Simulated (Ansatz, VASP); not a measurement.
## Two plane-wave programs on Sc5W

```
Sc W
1.0
     0.00000    4.04683    4.04683
     4.04683    0.00000    4.04683
     4.04683    4.04683    0.00000
Sc W
5 1
Direct
  0.25000 0.25000 0.25000
  0.11670 0.62777 0.62777
  0.62777 0.62777 0.62777
  0.62777 0.11670 0.62777
  0.62777 0.62777 0.11670
  0.00000 0.00000 0.00000
```

Change from the starting cell: species swapped into the ZrNi5 type (F-43m, No. 216).

Alike in both runs: functional PBE; k mesh 4 × 4 × 4; occupations gaussian, width 0.1 eV; no spin polarisation.

Ansatz relaxed the structure, and its values are those at the end. VASP's run is a single point on that final structure, the one shown.

|  | VASP | Ansatz |
| --- | --- | --- |
| version | VASP 6.6.1 | Ansatz 0.2.0 |
| potentials or method | VASP PAW PBE potentials, release 64 (Sc_sv, W_sv) | scalar-relativistic, plane waves, PAW |
| plane-wave cutoff (eV) | 520 | 420 |
| valence electrons in the cell | 69 | 69 |

VASP gave:

```
gap on the k mesh at the Fermi level (eV) : none
pressure (GPa)                            : -0.1
rms of the force components (eV/Å)        : 0.011
```

Problem. Which values does Ansatz return?

Solution. gap on the k mesh at the Fermi level (eV): none; pressure (GPa): -0.2; rms of the force components (eV/Å): 0.004.

A gap of «none» marks a metal or a gap that the smearing closes.

Spin-orbit coupling is left out, which matters for the levels of W.
